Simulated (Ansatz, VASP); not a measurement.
# Cross-check of Tl2Te between VASP and Ansatz, part 2 of 2

One calculation is typed for both programs; each brings its own data sets. How far apart do they land? The cell is generated by rule, not measured, and may not be a known phase. The cell is taken from a series of runs on this material, whose earlier steps may have relaxed, scaled, displaced or heated it; both programs get it as it stands.

VASP 6.6.1 and Ansatz 0.2.0.

So far: Starting point; Ansatz: relaxation of cell and atoms, PBEsol.

### 3. VASP: relaxation of cell and atoms, PBEsol

Level of this step: PBEsol; plane waves and PAW (Te, Tl_d); invented cell (VASP).

The same cell, functional, mesh and smearing now go to VASP, with its own data sets.

Lines of VASP's logs that name or quote its potential files are left out, and so is its time.

The input, INCAR:

```
SYSTEM = Tl2Te
PREC = Accurate
ENCUT = 500
EDIFF = 1E-07
NELM = 120
ISMEAR = 0
SIGMA = 0.01
LREAL = .FALSE.
ALGO = Normal
GGA = PS
NBANDS = 39
LORBIT = 11
LWAVE = .FALSE.
LCHARG = .FALSE.
ISIF = 3
IBRION = 2
NSW = 80
EDIFFG = -0.005
LASPH = .TRUE.
GGA_COMPAT = .FALSE.
NELMIN = 4
KPAR = 2
```

The input, POSCAR:

```
Tl2Te
1.0
    4.4923260000      0.0000000000      0.0000000000
    0.0000000000      7.6508510000      0.0000000000
    0.0000000000      0.0000000000      6.3530990000
Te Tl
2 4
Direct
    0.0000000000      0.5000000654      0.1276424309
    0.5000000000      0.0000000000      0.8723575691
    0.0000000000      0.2658716004      0.7110547152
    0.5000000000      0.7658715351      0.2889452848
    0.0000000000      0.7341283996      0.7110547152
    0.5000000000      0.2341284649      0.2889452848
```

The input, KPOINTS:

```
Automatic mesh
0
Gamma
8 4 6
0 0 0
```

Potentials, in the order of the species: Te and Tl_d (PBE family, release 64).

On the command line:

```bash
> mpirun -np 2 vasp_std
```

Numbers of over 12 decimals in the logs are rounded to 6 here.

The log of the run:

```text
[banner, memory and clock lines left out]
running    2 mpi-ranks, on    1 nodes
 distrk:  each k-point on    1 cores,    2 groups
 distr:  one band on    1 cores,    1 groups

 POSCAR found type information on POSCAR TeTl
 POSCAR found :  2 types and       6 ions
|                                                                             |
|               ----> ADVICE to this user running VASP <----                  |
|                                                                             |
|     You enforced a specific xc type in the INCAR file but a different       |
|     [... a line on the potential file left out ...]
|     I HOPE YOU KNOW WHAT YOU ARE DOING!                                     |
|                                                                             |

 LDA part: xc-table for (Slater+PW92), standard interpolation
 POSCAR, INCAR and KPOINTS ok, starting setup
 FFT: planning ... GRIDC
 FFT: planning ... GRID_SOFT
 FFT: planning ... GRID
 WAVECAR not read
 entering main loop
       N       E                     dE             d eps       ncg     rms          rms(c)
DAV:   1     0.343425704269E+03    0.34343E+03   -0.30356E+04  4688   0.141E+03
DAV:   2    -0.293689917893E+01   -0.34636E+03   -0.33480E+03  5204   0.295E+02
DAV:   3    -0.187318115658E+02   -0.15795E+02   -0.15346E+02  5437   0.491E+01
DAV:   4    -0.190509930249E+02   -0.31918E+00   -0.31899E+00  5449   0.680E+00
DAV:   5    -0.190569474334E+02   -0.59544E-02   -0.59535E-02  5691   0.985E-01    0.662E+00
DAV:   6    -0.186243159522E+02    0.43263E+00   -0.70643E-01  5050   0.429E+00    0.445E+00
DAV:   7    -0.186130346423E+02    0.11281E-01   -0.48730E-01  5199   0.267E+00    0.158E+00
DAV:   8    -0.186071963013E+02    0.58383E-02   -0.72761E-02  4897   0.140E+00    0.695E-01
DAV:   9    -0.186079810611E+02   -0.78476E-03   -0.10380E-02  5012   0.560E-01    0.191E-01
DAV:  10    -0.186077342666E+02    0.24679E-03   -0.17838E-03  5114   0.252E-01    0.570E-02
DAV:  11    -0.186080327570E+02   -0.29849E-03   -0.12920E-03  4998   0.127E-01    0.105E-01
DAV:  12    -0.186079932444E+02    0.39513E-04   -0.97939E-05  5254   0.483E-02    0.609E-02
DAV:  13    -0.186080265985E+02   -0.33354E-04   -0.69587E-05  4799   0.260E-02    0.180E-02
DAV:  14    -0.186080213424E+02    0.52561E-05   -0.15228E-05  5379   0.202E-02    0.814E-03
DAV:  15    -0.186080220058E+02   -0.66340E-06   -0.41587E-06  4908   0.696E-03    0.825E-03
DAV:  16    -0.186080224459E+02   -0.44015E-06   -0.34654E-07  4140   0.236E-03    0.443E-03
DAV:  17    -0.186080226996E+02   -0.25372E-06   -0.15842E-07  3711   0.143E-03    0.359E-03
DAV:  18    -0.186080226227E+02    0.76924E-07   -0.95052E-09  2564   0.447E-04
   1 F= -.18608023E+02 E0= -.18607993E+02  d E =-.186080E+02
[...]
2 F= -.18608031E+02 E0= -.18608001E+02  d E =-.799000E-05
[...]
3 F= -.18608061E+02 E0= -.18608031E+02  d E =-.379904E-04
[...]
4 F= -.18608062E+02 E0= -.18608033E+02  d E =-.397669E-04
 curvature:  -2.42 expect dE=-0.216E-04 dE for cont linesearch -0.311E-08
 trial: gam= 0.43661 g(F)=  0.801E-05 g(S)=  0.939E-06 ort = 0.161E-06 (trialstep = 0.177E+01)
 search vector abs. value=  0.129E-04
 bond charge predicted
       N       E                     dE             d eps       ncg     rms          rms(c)
DAV:   1    -0.186080963421E+02   -0.34045E-04   -0.12143E-02  4897   0.471E-01    0.304E-02
DAV:   2    -0.186080844952E+02    0.11847E-04   -0.14755E-04  5107   0.783E-02    0.148E-02
DAV:   3    -0.186080765485E+02    0.79467E-05   -0.10060E-05  5183   0.209E-02    0.666E-03
DAV:   4    -0.186080750189E+02    0.15296E-05   -0.18580E-06  5443   0.997E-03    0.220E-03
DAV:   5    -0.186080749376E+02    0.81382E-07   -0.16993E-07  3206   0.232E-03
   5 F= -.18608075E+02 E0= -.18608046E+02  d E =-.125480E-04
 trial-energy change:   -0.000013  1 .order   -0.000013   -0.000016   -0.000010
 step:   4.4799(harm=  4.4799)  dis= 0.00148  next Energy=   -18.608083 (dE=-0.202E-04)
 reached required accuracy - stopping structural energy minimisation
```

From OUTCAR (step 3):

```text
ion  position               nearest neighbor table
   1  0.000  0.500  0.128-   5 3.20   3 3.20   4 3.20   4 3.20   6 3.20   6 3.20
   2  0.500  0.000  0.872-   4 3.20   6 3.20   5 3.20   3 3.20   3 3.20   5 3.20
   3  0.000  0.266  0.711-   1 3.20   2 3.20   2 3.20   6 3.51   6 3.51   5 3.58   5 4.07
   4  0.500  0.766  0.289-   2 3.20   1 3.20   1 3.20   5 3.51   5 3.51   6 3.58   6 4.07
   5  0.000  0.734  0.711-   1 3.20   2 3.20   2 3.20   4 3.51   4 3.51   3 3.58   3 4.07
   6  0.500  0.234  0.289-   2 3.20   1 3.20   1 3.20   3 3.51   3 3.51   4 3.58   4 4.07

  LATTYP: Found a simple orthorhombic cell.
 ALAT       =     4.4923260000
 B/A-ratio  =     1.4142114798
 C/A-ratio  =     1.7030934531

 Subroutine GETGRP returns: Found  8 space group operations
 (whereof  4 operations were pure point group operations)

The static configuration has the point symmetry C_2v.
 The point group associated with its full space group is D_2h.

 Found     60 irreducible k-points:

   k-points           NKPTS =     60   k-points in BZ     NKDIM =     60   number of bands    NBANDS=     39

   dimension x,y,z NGX =    36 NGY =   56 NGZ =   48
   dimension x,y,z NGXF=    72 NGYF=  112 NGZF=   96

   ENCUT  =  500.0 eV  36.75 Ry    6.06 a.u.   8.19 13.95 11.58*2*pi/ulx,y,z

   NELECT =      64.0000    total number of electrons

 k-points in reciprocal lattice and weights: Automatic mesh
   0.00000000  0.00000000  0.00000000       0.005
   0.12500000  0.00000000  0.00000000       0.010
   0.25000000  0.00000000  0.00000000       0.010
   0.37500000  0.00000000  0.00000000       0.010
   0.50000000  0.00000000  0.00000000       0.005
   0.00000000  0.25000000  0.00000000       0.010
   0.12500000  0.25000000  0.00000000       0.021
   0.25000000  0.25000000  0.00000000       0.021
   0.37500000  0.25000000  0.00000000       0.021
[...]
0.37500000  0.50000000  0.50000000       0.010
   0.50000000  0.50000000  0.50000000       0.005

 average (electrostatic) potential at core
       1 -89.3683       2 -89.3682       3 -84.7637       4 -84.7637       5 -84.7637
       6 -84.7637

 E-fermi :   4.4434

 k-point     1 :       0.0000    0.0000    0.0000
  band No.  band energies     occupation
    ...
     28       2.5273      2.00000
     29       2.7226      2.00000
     30       3.4216      2.00000
     31       3.4618      2.00000
     32       3.5296      2.00000
     33       4.7976      0.00000
     34       5.4997      0.00000
     35       6.7449      0.00000
     36       7.7118      0.00000
     37       8.2952      0.00000
    ...

 k-point     2 :       0.1250    0.0000    0.0000
  band No.  band energies     occupation
    ...
     28       2.1052      2.00000
     29       2.8206      2.00000
     30       3.0212      2.00000
     31       3.1427      2.00000
     32       3.4061      2.00000
     33       5.3862      0.00000
     34       6.1701      0.00000
     35       6.6749      0.00000
     36       7.0818      0.00000
     37       7.5426      0.00000
    ...

 k-point     3 :       0.2500    0.0000    0.0000
  band No.  band energies     occupation
    ...
     28       1.6452      2.00000
     29       2.4044      2.00000
     30       2.5403      2.00000
     31       3.0458      2.00000
     32       3.2497      2.00000
     33       5.9427      0.00000
     34       6.0172      0.00000
     35       6.6417      0.00000
     36       6.7959      0.00000
     37       6.8930      0.00000
    ...

  Total       -0.0031355     -0.0037995     -0.0028624      0.0000000      0.0000000      0.0000000
  in kB       -0.0230256     -0.0279025     -0.0210206      0.0000000      0.0000000      0.0000000
  external PRESSURE =      -0.0239829 kB  Pullay stress =       0.0000000 kB

  energy-cutoff  :      500.00
  volume of cell :      218.17
      direct lattice vectors                 reciprocal lattice vectors
     4.484665931  0.000000000  0.000000000     0.222982049  0.000000000  0.000000000
     0.000000000  7.651545057  0.000000000     0.000000000  0.130692558  0.000000000
     0.000000000  0.000000000  6.358005847     0.000000000  0.000000000  0.157282020

 POSITION                                       TOTAL-FORCE (eV/Angst)
 -----------------------------------------------------------------------------------
      0.00000      3.82577      0.81244        -0.000000      0.000000     -0.002963
      2.24233      0.00000      5.54556        -0.000000      0.000000      0.002963
      0.00000      2.03542      4.51983        -0.000000      0.004222      0.001134
      2.24233      5.86119      1.83818         0.000000      0.004222     -0.001134
      0.00000      5.61612      4.51983        -0.000000     -0.004222      0.001134
      2.24233      1.79035      1.83818         0.000000     -0.004222     -0.001134
 -----------------------------------------------------------------------------------
    total drift:                                0.000000      0.000070      0.000002

  FREE ENERGIE OF THE ION-ELECTRON SYSTEM (eV)
  ---------------------------------------------------
  free  energy   TOTEN  =       -18.6080749376 eV

  energy  without entropy=      -18.6080161678  energy(sigma->0) =      -18.60804555

 reached required accuracy - stopping structural energy minimisation

 total charge
# of ion       s       p       d       tot
------------------------------------------
    1        1.380   1.978   0.017   3.375
    2        1.380   1.978   0.017   3.375
    3        1.229   0.292   9.650  11.171
    4        1.229   0.292   9.650  11.171
    5        1.229   0.292   9.650  11.171
    6        1.229   0.292   9.650  11.171
--------------------------------------------------
tot          7.674   5.124  38.634  51.432

[... 3 further parts left out ...]
```

CONTCAR:

```
Tl2Te
   1.00000000000000
     4.4846659312243471    0.0000000000000000    0.0000000000000000
     0.0000000000000000    7.6515450572163930    0.0000000000000000
     0.0000000000000000    0.0000000000000000    6.3580058469483616
  Te              Tl
     2     4
Direct
     0.0000000000000000    0.5000000654000019    0.1277829471187595
     0.5000000000000000    0.0000000000000000    0.8722170528812405
     0.0000000000000000    0.2660143704416612    0.7108873344233291
     0.5000000000000000    0.7660143051416611    0.2891126655766709
     0.0000000000000000    0.7339856295583388    0.7108873344233291
     0.5000000000000000    0.2339856948583389    0.2891126655766709
```

The k-mesh is coarse for a metal. The run keeps the 8 symmetry operations of its start, so it cannot find a distortion of lower symmetry.

### 4. Comparison

Known differences besides the potentials themselves: the data sets hold 84 valence electrons in Ansatz (on its default PAW (the set named soft_2) files) and 64 in VASP; the cutoff is 420 eV in Ansatz and 500 eV in VASP; Ansatz makes its cores anew for this functional, VASP keeps those of its PBE data sets; Ansatz adds a Pulay correction to the stress that steers its cell, VASP none. Total energies have different zeros and are not compared.

The two programs side by side:

| quantity | Ansatz | VASP | difference |
| --- | --- | --- | --- |
| volume (Å³) | 218.43 | 218.17 | +0.12 % |
| edge a after relaxation, in the typed setting (Å) | 4.482 | 4.485 | -0.07 % |
| edge b after relaxation, in the typed setting (Å) | 7.651 | 7.652 | -0.01 % |
| edge c after relaxation, in the typed setting (Å) | 6.370 | 6.358 | +0.20 % |

### 5. VASP: zone-centre phonons, PBEsol

Second derivatives magnify differences that forces hide, and they need a tight electronic threshold. This pair takes another cell of the material, with 3 atoms against 6 for the pair before.

The input, INCAR:

```
SYSTEM = Tl2Te
PREC = Accurate
ENCUT = 500
EDIFF = 1E-08
NELM = 120
ISMEAR = 0
SIGMA = 0.01
LREAL = .FALSE.
ALGO = Normal
GGA = PS
NBANDS = 22
LORBIT = 11
LWAVE = .FALSE.
LCHARG = .FALSE.
ISIF = 2
IBRION = 8
LASPH = .TRUE.
GGA_COMPAT = .FALSE.
EFERMI = MIDGAP
KPAR = 2
```

The input, POSCAR:

```
Tl2Te
1.0
    0.0000000000      3.8354657154      3.8354657154
    3.8354657154      0.0000000000      3.8354657154
    3.8354657154      3.8354657154      0.0000000000
Te Tl
1 2
Direct
    0.0000000000      0.0000000000      0.0000000000
    0.2500000000      0.2500000000      0.2500000000
    0.7500000000      0.7500000000      0.7500000000
```

The input, KPOINTS:

```
Automatic mesh
0
Gamma
8 8 8
0 0 0
```

On the command line:

```bash
> mpirun -np 2 vasp_std
```

The log of the run:

```text
[banner, memory and clock lines left out]
running    2 mpi-ranks, on    1 nodes
[...]
[... a notice as in an earlier step ...]

 LDA part: xc-table for (Slater+PW92), standard interpolation
 POSCAR, INCAR and KPOINTS ok, starting setup
[...]
entering main loop
       N       E                     dE             d eps       ncg     rms          rms(c)
DAV:   1     0.144618298081E+03    0.14462E+03   -0.14955E+04  1308   0.122E+03
DAV:   2    -0.472788833583E+01   -0.14935E+03   -0.14328E+03  1474   0.253E+02
DAV:   3    -0.939563643206E+01   -0.46677E+01   -0.45912E+01  1510   0.367E+01
DAV:   4    -0.945803065934E+01   -0.62394E-01   -0.62377E-01  1402   0.445E+00
[...]
DAV:  14    -0.926785133895E+01   -0.77240E-07   -0.20901E-07  1474   0.242E-03    0.508E-03
DAV:  15    -0.926785142256E+01   -0.83617E-07   -0.42913E-08  1142   0.777E-04    0.975E-04
DAV:  16    -0.926785142105E+01    0.15166E-08   -0.15472E-08  1132   0.100E-03
   1 F= -.92678514E+01 E0= -.92678514E+01  d E =-.232129E-16
[...]
RMM:   9    -0.512770677274E-01    0.11041E-06   -0.26402E-09  4090   0.748E-05    0.392E-05
RMM:  10    -0.512772909483E-01   -0.22322E-06   -0.48381E-09  4110   0.385E-05    0.128E-05
RMM:  11    -0.512772874799E-01    0.34685E-08    0.16842E-08  4091   0.228E-05    0.462E-06
 first order change of Fermi-energy   0.12796E-02
 force on displaced ion       1 direction 1 :  -2.103   0.000   0.000
 Linear response progress:
  Degree of freedom:   2/  2
       N       E                     dE             d eps       ncg     rms          rms(c)
RMM:   1    -0.343891589639E+00   -0.34389E+00   -0.24082E-01  6909   0.368E+00
RMM:   2    -0.344659793837E+00   -0.76820E-03   -0.34616E-03  6314   0.445E-01    0.350E-02
RMM:   3    -0.344510870171E+00    0.14892E-03   -0.77850E-05  7263   0.626E-02    0.188E-02
RMM:   4    -0.344358984870E+00    0.15189E-03   -0.12842E-05  7362   0.194E-02    0.454E-03
[...]
RMM:   9    -0.344369127149E+00   -0.20663E-06   -0.33989E-09  7482   0.929E-05    0.934E-06
RMM:  10    -0.344369226248E+00   -0.99100E-07   -0.48469E-09  7635   0.440E-05    0.297E-06
RMM:  11    -0.344369216266E+00    0.99820E-08   -0.45864E-09  7587   0.326E-05    0.128E-06
 first order change of Fermi-energy  -0.13976E-03
 force on displaced ion       2 direction 1 :  -1.711   0.000   0.000
 Linear response finished
```

OUTCAR, selected parts (step 5):

```text
  Total       -0.0229306     -0.0229306     -0.0229306      0.0000000      0.0000000      0.0000000
  in kB       -0.3255681     -0.3255681     -0.3255681      0.0000000      0.0000000      0.0000000
  external PRESSURE =      -0.3255681 kB  Pullay stress =       0.0000000 kB

 POSITION                                       TOTAL-FORCE (eV/Angst)
 -----------------------------------------------------------------------------------
      0.00000      0.00000      0.00000        -0.000000     -0.000000     -0.000000
      1.91773      1.91773      1.91773         0.000000      0.000000      0.000000
      5.75320      5.75320      5.75320        -0.000000     -0.000000     -0.000000
 -----------------------------------------------------------------------------------
    total drift:                                0.000000     -0.000000      0.000000

[... 2 further parts left out ...]
```

### 6. Ansatz: zone-centre phonons, PBEsol

The same cell, functional, mesh and smearing now go to Ansatz, which takes its cutoff from its data sets.

The cell is taken from a series of runs on this material, whose earlier steps may have relaxed, scaled, displaced or heated it; both programs get it as it stands.

The input, input.yaml:

```yaml
crystal:
  lattice:
    - [0.0, 3.8354657154, 3.8354657154]
    - [3.8354657154, 0.0, 3.8354657154]
    - [3.8354657154, 3.8354657154, 0.0]
  atoms:
    - { symbol: Te, position: [0.0, 0.0, 0.0] }
    - { symbol: Tl, position: [0.25, 0.25, 0.25] }
    - { symbol: Tl, position: [0.75, 0.75, 0.75] }
kpoints:
  mp_grid: { grid: [8, 8, 8] }
hamiltonian:
  xc: pbesol
scf:
  occupations: { method: gaussian, width: 0.01 }
output:
  eigenvalues: true
phonons:
  method: dfpt
```

On the command line:

```bash
> ansatz run input.yaml --threads 4 --pin off --max-ram 7168MiB --backend cpu --events-out ev --progress --plain --runs-dir out
```

The log of the run:

```text
zone centre: on kpoints.mp_grid the ground state, and the responses unless they are solved on pairs of k-points, stand on 59 of the mesh's 512 k-points, reduced under 8 symmetry operations, with k and −k counted as one. Each operation leaves every solved displacement unchanged or reverses it
[...]
Crystal: 3 atoms, lattice volume = 112.846 Å³
[...]
k mesh reduced under 8 symmetry operations, with k and −k counted as one. Each operation leaves every solved displacement unchanged or reverses it
  ASR residual: 3.305e-5 → 0.000e0 eV/Å²; symmetrization residual: 1.612e-5 eV/Å²
  ASR residual per site (eV/Å²): 3.30e-5 3.14e-5 3.14e-5
  Γ frequencies (cm⁻¹): 0.00 0.00 0.00 56.55 56.55 56.55 76.39 76.39 76.39
  non-analytic LO–TO correction: not included (Born effective charges unavailable; polar crystals: no LO–TO splitting at Γ)
[key lines of the parts left out:]
SCF converged after 8 iterations
Free energy (F): -29493.339553 eV
Fermi energy:    7.235851 eV
```

### 7. Differences

What differs besides the data sets and the points named for the pairs above, as far as they apply: the data sets hold 42 valence electrons in Ansatz (on its default PAW (the set named soft_2) files) and 32 in VASP. Total energies have different zeros and are not compared.

Both answers:

| quantity | Ansatz | VASP | difference |
| --- | --- | --- | --- |
| optical mode 1 to 3 (cm⁻¹) | 56.5 | 56.3 | +0.51 % |
| optical mode 4 to 6 (cm⁻¹) | 76.4 | 76.6 | -0.28 % |

Modes are paired by rising frequency, not by their patterns, so a pair may set unlike modes beside each other; they are those without the splitting of longitudinal modes.

### 8. Outcome

```yaml
difference_in_edge_c_after_relaxation_in_the_typed_setting_relaxation_of_cell_and_atoms_pbesol: 0.20 %
r_m_s_difference_of_the_optical_zone_centre_modes_each_program_s_sorted_by_frequency_zone_centre_phonons_pbesol: 0.25 cm⁻¹
difference_in_optical_mode_1_to_3_zone_centre_phonons_pbesol: +0.5 %
```

**Reading.** The difference in edge c after relaxation, in the typed setting is 0.20 % (relaxation of cell and atoms, PBEsol), within the 1.2 % picked in this series as the mark of a large difference, as far as the stopping tolerances let one tell. The data sets hold unlike numbers of valence electrons (84 in Ansatz and 64 in VASP and 42 in Ansatz and 32 in VASP), so part of the differences comes from the potentials. Among the rows given in per cent, the largest difference of the zone-centre phonons, PBEsol pair is in optical mode 1 to 3, +0.5 %. How closely two codes agree says nothing of how well the functional describes the real material.

[Lines on the potential files, build, host, timing and source positions are cut from VASP's logs without a mark.]

[Logs are printed without paths, hosts, clocks, repeated set-up lines and the standing remarks that a program may print on its own settings, such as how far it seeks lower states.]

[Hosts, paths, dates, database ids (printed as entryN), source tags and the programs' standing remarks are cut or masked in the printed files.]
